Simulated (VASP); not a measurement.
GaAs, 2 atoms in the cell. The structure is cubic, space group F-43m (No. 216). The conventional cell has a = 5.654 Å, b = 5.654 Å, c = 5.654 Å, α = 90.00°, β = 90.00°, γ = 90.00°. Around Ga (site symmetry -43m) lie 4 As at 2.45 Å. As (site symmetry -43m) is surrounded by 4 Ga at 2.45 Å. 

* Program: VASP 6.6.1
* Task: relaxation of cell and atoms
* Functional: PBE
* Potentials or basis: VASP PAW PBE potentials, release 64 (Ga_d, As)
* Cutoff: 520 eV
* k mesh: 4 × 4 × 4
* Occupations: gaussian, width 0.02 eV
* Spin: no spin polarisation
* Further INCAR settings: ALGO = Normal; EDIFF = 1e-07; IBRION = 2; EDIFFG = -0.002; NSW = 80; ISIF = 3

Potentials or basis: VASP PAW PBE potentials, release 64 (Ga_d, As).

Launch:

```console
$ cat potpaw_PBE.64/Ga_d/POTCAR potpaw_PBE.64/As/POTCAR > POTCAR
$ mpirun -np 1 vasp_std > vasp.out
```

Hardware: 1 thread of Intel(R) Xeon(R) Platinum 8259CL CPU @ 2.50GHz (Skylake/Cascade Lake) (shared host).

**Question.** How long does it take, and how much memory?

**Answer.** It took 25 s on 1 thread of Intel(R) Xeon(R) Platinum 8259CL CPU @ 2.50GHz (Skylake/Cascade Lake), on a shared host, peak memory 0.17 GiB. Counts: scf iterations 39, k points 8, ion steps 4.
